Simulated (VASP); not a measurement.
These are vdW-DF-cx, VASP's PBE PAW potentials (set 64) (plane waves; VASP) values and carry that method's errors.

The input files of a VASP run:

INCAR:
```
AGGAC=0.0
ALGO=Normal
EDIFF=1E-7
EDIFFG=-0.01
ENCUT=520
GGA=CX
IBRION=2
ISIF=4
ISMEAR=1
LASPH=.TRUE.
LCHARG=.FALSE.
LREAL=.FALSE.
LUSE_VDW=.TRUE.
LWAVE=.FALSE.
NELM=100
NSW=30
PREC=Accurate
SIGMA=0.1
SYSTEM=Mg
```

**KPOINTS**
```
Automatic mesh
0
Gamma
13 13 7
0 0 0
```

### POSCAR
```
Mg
1
    1.6355360904    -2.8328320682     0.0000000000
    1.6355360904     2.8328320682     0.0000000000
    0.0000000000     0.0000000000     5.2134885205
Mg
2
Direct
  0.3333330000   0.6666670000   0.2500000000
  0.6666670000   0.3333330000   0.7500000000
```

POTCAR, in this order: Mg (PBE.64 set). Program: vasp_std.

### Question
What will the output report for the number of irreducible k-points (NKPTS), largest plane-wave count, number of space-group operations, FFT grid (NGX, NGY, NGZ)?

### Answer

The number of irreducible k-points (NKPTS) is 84 and the largest plane-wave count is 1317. The number of space-group operations comes out as 24 and the FFT grid (NGX, NGY, NGZ) is 24 × 24 × 40.

The compound is Mg in the hcp structure. This cell is one point of a volume scan, at 1.06 of the reference volume. Symmetry was kept, so distortions that lower it aren't found.
